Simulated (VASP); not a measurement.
**YTe: accuracy against cost in the PAW data sets and SCF solver**

A convergence test on YTe: the PAW data sets and SCF solver. The series runs use PBEsol. The PAW data sets tried: minimal 64: Y_sv Te; recommended 54: Y_sv Te; gw 64: Y_sv_GW Te_GW. The SCF solver tried: ALGO = Normal; ALGO = Fast; ALGO = VeryFast; ALGO = All; ALGO = Damped; AMIX = 0.1, BMIX = 0.01; AMIX = 0.8; IMIX = 1, AMIX = 0.2. The start is a cell from a database of measured crystal structures.

Calculated with VASP 6.6.1; PBEsol; plane waves and PAW (Y_sv, Te), in the first sound run; inputs show where later runs differ.

The database entry behind the starting cell differs from later determinations by our own check (0.1 to 0.3 % short, probably kX units), so it need not match the best structure at ambient conditions.

## (1) Set-up

Symmetry: Fm-3m, No. 225, cubic system. Conventional cell: a = 6.080 Å, b = 6.080 Å, c = 6.080 Å, α = 90.00°, β = 90.00°, γ = 90.00°. Y has 6 Te at 3.04 Å nearest. Te has 6 Y at 3.04 Å nearest. Farther neighbours and most contacts between anions are not listed.

## (2) PAW data sets: minimal 64: Y sv Te

Data sets differ in which electrons are valence and how hard the partial waves are. PBEsol restores the gradient expansion of exchange and is tuned for the cells of solids.

INCAR reads:

```
SYSTEM = YTe
PREC = Accurate
ENCUT = 400
EDIFF = 1E-06
NELM = 100
ISMEAR = -1
SIGMA = 0.05
LREAL = .FALSE.
ALGO = Normal
GGA = PS
NBANDS = 14
LORBIT = 11
LWAVE = .FALSE.
LCHARG = .FALSE.
KPAR = 2
ISIF = 2
```

POSCAR reads:

```
YTe
1.0
    0.0000000000      3.0400000000      3.0400000000
    3.0400000000      0.0000000000      3.0400000000
    3.0400000000      3.0400000000      0.0000000000
Y Te
1 1
Direct
    0.5000000000      0.5000000000      0.5000000000
    0.0000000000      0.0000000000      0.0000000000
```

KPOINTS reads:

```
Automatic mesh
0
Gamma
6 6 6
0 0 0
```

The projector-augmented-wave data sets are Y_sv and Te (PBE family, release 64).

Launch:

```
> mpirun -np 2 vasp_std
```

The log of the run:

```text
[banner, memory and clock lines left out]
running    2 mpi-ranks, on    1 nodes
 distrk:  each k-point on    1 cores,    2 groups
 distr:  one band on    1 cores,    1 groups

 POSCAR found type information on POSCAR Y Te
 POSCAR found :  2 types and       2 ions
|                                                                             |
|               ----> ADVICE to this user running VASP <----                  |
|                                                                             |
|     You enforced a specific xc type in the INCAR file but a different       |
|     [... a line on the potential file left out ...]
|     I HOPE YOU KNOW WHAT YOU ARE DOING!                                     |
|                                                                             |

 LDA part: xc-table for (Slater+PW92), standard interpolation
 POSCAR, INCAR and KPOINTS ok, starting setup
 FFT: planning ... GRIDC
 FFT: planning ... GRID_SOFT
 FFT: planning ... GRID
 WAVECAR not read
 entering main loop
       N       E                     dE             d eps       ncg     rms          rms(c)
DAV:   1     0.485594348617E+02    0.48559E+02   -0.64217E+03   448   0.848E+02
DAV:   2    -0.982543420673E+01   -0.58385E+02   -0.55912E+02   610   0.194E+02
DAV:   3    -0.135442789883E+02   -0.37188E+01   -0.36961E+01   764   0.345E+01
DAV:   4    -0.136100046933E+02   -0.65726E-01   -0.65712E-01   544   0.454E+00
DAV:   5    -0.136111579645E+02   -0.11533E-02   -0.11533E-02   590   0.577E-01    0.234E+01
DAV:   6    -0.131653786845E+02    0.44578E+00   -0.75064E-01   510   0.490E+00    0.166E+01
DAV:   7    -0.131205886346E+02    0.44790E-01   -0.59156E-01   596   0.437E+00    0.304E+00
DAV:   8    -0.131000733977E+02    0.20515E-01   -0.15306E-01   496   0.239E+00    0.306E-01
DAV:   9    -0.130992425740E+02    0.83082E-03   -0.79162E-03   508   0.629E-01    0.162E-01
DAV:  10    -0.130992857852E+02   -0.43211E-04   -0.41141E-04   608   0.136E-01    0.167E-01
DAV:  11    -0.130992912993E+02   -0.55141E-05   -0.94163E-05   508   0.766E-02    0.603E-02
DAV:  12    -0.130992871906E+02    0.41087E-05   -0.15408E-05   460   0.304E-02    0.113E-02
DAV:  13    -0.130992869497E+02    0.24082E-06   -0.69487E-07   320   0.680E-03
   1 F= -.13099287E+02 E0= -.13095228E+02  d E =-.811716E-02
```

Elapsed: 9.4 s, on 2 MPI ranks of AMD EPYC 7R43, shared host; peak memory 0.26 GiB.

The logs omit lines about the potential files and the build; timing stands in the text.

Parts of OUTCAR (step 2):

```text
ion  position               nearest neighbor table
   1  0.500  0.500  0.500-   2 3.04   2 3.04   2 3.04   2 3.04   2 3.04   2 3.04
   2  0.000  0.000  0.000-   1 3.04   1 3.04   1 3.04   1 3.04   1 3.04   1 3.04

  LATTYP: Found a face centered cubic cell.
 ALAT       =     6.0800000000

 Subroutine GETGRP returns: Found 48 space group operations
 (whereof 48 operations were pure point group operations)

The static configuration has the point symmetry O_h .

 Found     16 irreducible k-points:

   k-points           NKPTS =     16   k-points in BZ     NKDIM =     16   number of bands    NBANDS=     14

   dimension x,y,z NGX =    28 NGY =   28 NGZ =   28
   dimension x,y,z NGXF=    56 NGYF=   56 NGZF=   56

   ENCUT  =  400.0 eV  29.40 Ry    5.42 a.u.   7.01  7.01  7.01*2*pi/ulx,y,z

   NELECT =      17.0000    total number of electrons

 k-points in reciprocal lattice and weights: Automatic mesh
   0.00000000  0.00000000  0.00000000       0.005
   0.16666667  0.00000000  0.00000000       0.037
   0.33333333  0.00000000  0.00000000       0.037
   0.50000000  0.00000000  0.00000000       0.019
   0.16666667  0.16666667  0.00000000       0.028
   0.33333333  0.16666667  0.00000000       0.111
   0.50000000  0.16666667  0.00000000       0.111
  -0.33333333  0.16666667  0.00000000       0.111
  -0.16666667  0.16666667  0.00000000       0.056
[...]
-0.33333333  0.33333333  0.16666667       0.111
  -0.33333333  0.50000000  0.16666667       0.056

 average (electrostatic) potential at core
       1 -34.6215       2 -88.2459

 E-fermi :   6.9697

 k-point     1 :       0.0000    0.0000    0.0000
  band No.  band energies     occupation
    ...
      7       4.7751      2.00000
      8       4.7751      2.00000
      9       6.6577      1.99610
     10       6.6577      1.99610
     11       6.6577      1.99610
     12       7.2822      0.00385
     13       7.2822      0.00385
     14       8.4401      0.00000

 k-point     2 :       0.1667    0.0000    0.0000
  band No.  band energies     occupation
    ...
      5      -6.0890      2.00000
      6       3.2109      2.00000
      7       3.9784      2.00000
      8       3.9784      2.00000
      9       6.9629      1.06770
     10       7.0609      0.27776
     11       7.0609      0.27776
     12       8.4899      0.00000
     13       8.4899      0.00000
     14       9.9119      0.00000

 k-point     3 :       0.3333    0.0000    0.0000
  band No.  band energies     occupation
    ...
      4     -16.7449      2.00000
      5      -5.5145      2.00000
      6       1.3432      2.00000
      7       3.0949      2.00000
      8       3.0949      2.00000
      9       7.4683      0.00009
     10       7.9798      0.00000
     11       7.9798      0.00000
     12      10.4670      0.00000
     13      10.5957      0.00000
    ...

  Total        0.0227980      0.0227980      0.0227980      0.0000000      0.0000000      0.0000000
  in kB        0.6500640      0.6500640      0.6500640      0.0000000      0.0000000      0.0000000
  external PRESSURE =       0.6500640 kB  Pullay stress =       0.0000000 kB

  energy-cutoff  :      400.00
  volume of cell :       56.19
      direct lattice vectors                 reciprocal lattice vectors
     0.000000000  3.040000000  3.040000000    -0.164473684  0.164473684  0.164473684
     3.040000000  0.000000000  3.040000000     0.164473684 -0.164473684  0.164473684
     3.040000000  3.040000000  0.000000000     0.164473684  0.164473684 -0.164473684

 POSITION                                       TOTAL-FORCE (eV/Angst)
 -----------------------------------------------------------------------------------
      3.04000      3.04000      3.04000        -0.000000      0.000000      0.000000
      0.00000      0.00000      0.00000         0.000000     -0.000000     -0.000000
 -----------------------------------------------------------------------------------
    total drift:                                0.000000      0.000000      0.000000

  FREE ENERGIE OF THE ION-ELECTRON SYSTEM (eV)
  ---------------------------------------------------
  free  energy   TOTEN  =       -13.0992869497 eV

  energy  without entropy=      -13.0911697897  energy(sigma->0) =      -13.09522837

 total charge
# of ion       s       p       d       f       tot
--------------------------------------------------
    1        2.149   6.265   1.079   0.039   9.531
    2        1.334   2.150   0.046   0.000   3.530
--------------------------------------------------
tot          3.483   8.414   1.125   0.039  13.061

[... 3 further parts left out ...]
```

This run has no spin polarisation. Its electron count is odd, so without a moment it is a metal by construction. The k-mesh is coarse for a metal. The PAW data sets were made with PBE, which is usual practice but a small mismatch for other functionals.

This step gave:

- SCF cycles: 13
- electrons: 17
- bands: 14
- irreducible k-points: 16
- symmetry operations: 48
- free energy (TOTEN): -13.10 eV
- energy at zero smearing: -13.10 eV
- Fermi energy: 6.970 eV
- pressure: 0.06501 GPa
- metallic: yes

The series starts at -6.5476 eV an atom and 0.07 GPa, after 13 cycles in 9.4 s.

## (3) PAW data sets: recommended 54: Y sv Te

INCAR is that of step 2.

POSCAR is that of step 2.

KPOINTS is that of step 2.

Potentials, in the order of the species: Y_sv and Te (PBE family, release 54).

Launch:

```
> mpirun -np 2 vasp_std
```

The log of the run:

```text
[banner, memory and clock lines left out]
running    2 mpi-ranks, on    1 nodes
[...]
[... a notice as in an earlier step ...]

 LDA part: xc-table for (Slater+PW92), standard interpolation
 POSCAR, INCAR and KPOINTS ok, starting setup
[...]
entering main loop
       N       E                     dE             d eps       ncg     rms          rms(c)
[... 13 cycles as in an earlier step ...]
   1 F= -.13099287E+02 E0= -.13095228E+02  d E =-.811716E-02
```

Run time: 10 s. Hardware: 2 MPI ranks; peak memory 0.26 GiB; 18 s of CPU time.

From OUTCAR (step 3):

```text
[... 6 parts as in an earlier step ...]

[... 1 further part left out ...]
[key lines of the parts left out:]
E-fermi :   6.9697
```

With 17 valence electrons the pressure is 0.07 GPa, +0.00 GPa from the first of the series, after 13 cycles in 10 s.

## (4) PAW data sets: GW 64: Y sv GW Te GW

This step: PBEsol; plane waves and PAW (Y_sv_GW, Te_GW) (VASP 6.6.1).

INCAR, as its differences from that of step 3:

```diff
@@ -2,3 +2,3 @@
 PREC = Accurate
-ENCUT = 400
+ENCUT = 450
 EDIFF = 1E-06
```

POSCAR is that of step 3.

KPOINTS is that of step 3.

The projector-augmented-wave data sets are Y_sv_GW and Te_GW (PBE family, release 64).

Launch:

```
> mpirun -np 2 vasp_std
```

The log of the run:

```text
[... set-up lines as in an earlier step ...]
 entering main loop
       N       E                     dE             d eps       ncg     rms          rms(c)
DAV:   1     0.856107060136E+02    0.85611E+02   -0.72757E+03   488   0.908E+02
DAV:   2    -0.922933186295E+01   -0.94840E+02   -0.91192E+02   650   0.272E+02
DAV:   3    -0.161895909364E+02   -0.69603E+01   -0.69223E+01   622   0.686E+01
DAV:   4    -0.164469706671E+02   -0.25738E+00   -0.25723E+00   670   0.173E+01
[...]
DAV:  12    -0.153134855872E+02    0.11920E-03   -0.61920E-04   668   0.139E-01    0.126E-01
DAV:  13    -0.153134872009E+02   -0.16137E-05   -0.32252E-05   528   0.422E-02    0.595E-02
DAV:  14    -0.153134870374E+02    0.16350E-06   -0.10401E-06   360   0.993E-03
   1 F= -.15313487E+02 E0= -.15309462E+02  d E =-.804980E-02
```

It took 11 s on 2 MPI ranks; peak memory 0.27 GiB.

Parts of OUTCAR (step 4):

```text
  Total       -0.0225075     -0.0225075     -0.0225075      0.0000000      0.0000000     -0.0000000
  in kB       -0.6417805     -0.6417805     -0.6417805      0.0000000      0.0000000     -0.0000000
  external PRESSURE =      -0.6417805 kB  Pullay stress =       0.0000000 kB

 POSITION                                       TOTAL-FORCE (eV/Angst)
 -----------------------------------------------------------------------------------
      3.04000      3.04000      3.04000        -0.000000     -0.000000     -0.000000
      0.00000      0.00000      0.00000         0.000000      0.000000      0.000000
 -----------------------------------------------------------------------------------
    total drift:                                0.000000      0.000000      0.000000

  FREE ENERGIE OF THE ION-ELECTRON SYSTEM (eV)
  ---------------------------------------------------
  free  energy   TOTEN  =       -15.3134870374 eV

  energy  without entropy=      -15.3054372339  energy(sigma->0) =      -15.30946214

[... 1 part as in an earlier step ...]

[... 2 further parts left out ...]
[key lines of the parts left out:]
E-fermi :   8.7637
```

With 17 valence electrons the pressure is -0.06 GPa, -0.13 GPa from the first of the series, after 14 cycles in 11 s.

## (5) The PAW data sets series as a table

This step: convergence of PBEsol results with the datasets; plane waves and PAW (VASP 6.6.1).

Derived from the runs above.

Results of the series, by row:

```
                        setting     status  pressure (GPa)  SCF cycles  wall time (s)
    minimal 64: Y_sv Te, 400 eV  converged         0.06501          13            9.4
recommended 54: Y_sv Te, 400 eV  converged         0.06501          13             10
   gw 64: Y_sv_GW Te_GW, 450 eV  converged        -0.06418          14             11
```

## (6) SCF solver: ALGO = Normal

This step: PBEsol; plane waves and PAW (Y_sv, Te) (VASP 6.6.1).

All solvers should reach one answer; they differ in cycles and robustness.

INCAR, as its differences from that of step 4:

```diff
@@ -2,3 +2,3 @@
 PREC = Accurate
-ENCUT = 450
+ENCUT = 400
 EDIFF = 1E-06
```

POSCAR is that of step 4.

KPOINTS is that of step 4.

The projector-augmented-wave data sets are Y_sv and Te (PBE family, release 64).

Launch:

```
> mpirun -np 2 vasp_std
```

The log of the run:

```text
[... set-up lines as in an earlier step ...]
 entering main loop
       N       E                     dE             d eps       ncg     rms          rms(c)
[... 13 cycles as in an earlier step ...]
   1 F= -.13099287E+02 E0= -.13095228E+02  d E =-.811716E-02
```

The job ended after 9 s (2 MPI ranks; peak memory 0.24 GiB; 16 s of CPU time).

Parts of OUTCAR (step 6):

```text
   NELECT =      17.0000    total number of electrons

 E-fermi :   6.9697

[... 20 parts as in an earlier step ...]

[... 2 further parts left out ...]
```

This step gave:

| Item | Value |
| --- | --- |
| SCF cycles | 13 |
| free energy (TOTEN) | -13.10 eV |
| energy at zero smearing | -13.10 eV |
| Fermi energy | 6.970 eV |
| pressure | 0.06501 GPa |

The series starts at -6.5476 eV an atom and 0.07 GPa, after 13 cycles in 9 s.

## (7) SCF solver: ALGO = Fast

INCAR, as its differences from that of step 6:

```diff
@@ -8,3 +8,3 @@
 LREAL = .FALSE.
-ALGO = Normal
+ALGO = Fast
 GGA = PS
```

POSCAR is that of step 6.

KPOINTS is that of step 6.

Launch:

```
> mpirun -np 2 vasp_std
```

The log of the run:

```text
[... set-up lines as in an earlier step ...]
 entering main loop
       N       E                     dE             d eps       ncg     rms          rms(c)
[... 5 cycles as in an earlier step ...]
RMM:   6    -0.131576335884E+02    0.45352E+00   -0.66388E-01   523   0.377E+00    0.154E+01
RMM:   7    -0.131402735049E+02    0.17360E-01   -0.11672E+00   613   0.499E+00    0.339E+00
RMM:   8    -0.131140517109E+02    0.26222E-01   -0.37331E-01   492   0.307E+00    0.104E+00
RMM:   9    -0.130983261021E+02    0.15726E-01   -0.59162E-02   549   0.127E+00    0.277E-01
[...]
RMM:  18    -0.130992888827E+02    0.12261E-05   -0.76619E-06   526   0.133E-02    0.285E-02
RMM:  19    -0.130992870545E+02    0.18281E-05   -0.17922E-05   657   0.237E-02    0.301E-03
RMM:  20    -0.130992872394E+02   -0.18483E-06   -0.25565E-06   387   0.901E-03
   1 F= -.13099287E+02 E0= -.13095230E+02  d E =-.811439E-02
```

Run time: 17 s. Hardware: 2 MPI ranks; peak memory 0.25 GiB.

Parts of OUTCAR (step 7):

```text
  Total        0.0187941      0.0187941      0.0187941      0.0000000      0.0000000      0.0000000
  in kB        0.5358980      0.5358980      0.5358980      0.0000000      0.0000000      0.0000000
  external PRESSURE =       0.5358980 kB  Pullay stress =       0.0000000 kB

 POSITION                                       TOTAL-FORCE (eV/Angst)
 -----------------------------------------------------------------------------------
      3.04000      3.04000      3.04000        -0.000000      0.000000     -0.000000
      0.00000      0.00000      0.00000         0.000000     -0.000000      0.000000
 -----------------------------------------------------------------------------------
    total drift:                                0.000000      0.000000      0.000000

  FREE ENERGIE OF THE ION-ELECTRON SYSTEM (eV)
  ---------------------------------------------------
  free  energy   TOTEN  =       -13.0992872394 eV

  energy  without entropy=      -13.0911728521  energy(sigma->0) =      -13.09523005

[... 2 parts as in an earlier step ...]

[... 1 further part left out ...]
[key lines of the parts left out:]
E-fermi :   6.9698
```

Against the first of the series the energy stays within 0.01 meV an atom; the pressure moves by -0.01 GPa, after 20 cycles in 17 s.

## (8) SCF solver: ALGO = VeryFast

INCAR, as its differences from that of step 7:

```diff
@@ -8,3 +8,3 @@
 LREAL = .FALSE.
-ALGO = Fast
+ALGO = VeryFast
 GGA = PS
```

POSCAR is that of step 7.

KPOINTS is that of step 7.

Launch:

```
> mpirun -np 2 vasp_std
```

The log of the run:

```text
[... set-up lines as in an earlier step ...]
 entering main loop
       N       E                     dE             d eps       ncg     rms          rms(c)
RMM:   1     0.769148692174E+02    0.76915E+02   -0.48617E+03   224   0.693E+02
RMM:   2    -0.637657123518E+01   -0.83291E+02   -0.12635E+03   224   0.184E+02
RMM:   3    -0.566198117629E+01    0.71459E+00   -0.19745E+02   224   0.811E+01
RMM:   4    -0.103991063133E+02   -0.47371E+01   -0.42939E+01   224   0.390E+01
[...]
RMM:  26    -0.130992837136E+02   -0.14169E-05   -0.15006E-05   310   0.570E-03    0.534E-04
RMM:  27    -0.130992847152E+02   -0.10016E-05   -0.11335E-05   314   0.522E-03    0.122E-03
RMM:  28    -0.130992853707E+02   -0.65556E-06   -0.72646E-06   284   0.440E-03
   1 F= -.13099285E+02 E0= -.13095227E+02  d E =-.811665E-02
```

Wall time 17 s (2 MPI ranks); peak memory 0.25 GiB.

Parts of OUTCAR (step 8):

```text
  Total        0.0209328      0.0209328      0.0209328     -0.0000000      0.0000000     -0.0000000
  in kB        0.5968799      0.5968799      0.5968799     -0.0000000      0.0000000     -0.0000000
  external PRESSURE =       0.5968799 kB  Pullay stress =       0.0000000 kB

 POSITION                                       TOTAL-FORCE (eV/Angst)
 -----------------------------------------------------------------------------------
      3.04000      3.04000      3.04000         0.000000      0.000000     -0.000000
      0.00000      0.00000      0.00000        -0.000000     -0.000000      0.000000
 -----------------------------------------------------------------------------------
    total drift:                                0.000000      0.000000      0.000000

  FREE ENERGIE OF THE ION-ELECTRON SYSTEM (eV)
  ---------------------------------------------------
  free  energy   TOTEN  =       -13.0992853707 eV

  energy  without entropy=      -13.0911687179  energy(sigma->0) =      -13.09522704

[... 2 parts as in an earlier step ...]

[... 1 further part left out ...]
[key lines of the parts left out:]
E-fermi :   6.9698
```

Against the first of the series the energy stays within 0.01 meV an atom; the pressure moves by -0.01 GPa, after 28 cycles in 17 s.

(Continued in part 2 of 2.)

[Lines on the potential files, build, host, timing and source positions are cut from VASP's logs without a mark.]

[Logs are printed without paths, hosts, clocks, repeated set-up lines and the standing remarks that a program may print on its own settings, such as how far it seeks lower states.]

[Hosts, paths, dates, database ids (printed as entryN), source tags and the programs' standing remarks are cut or masked in the printed files.]

[A measured line is paired with the nearest computed mode of its activity, which favours agreement.]
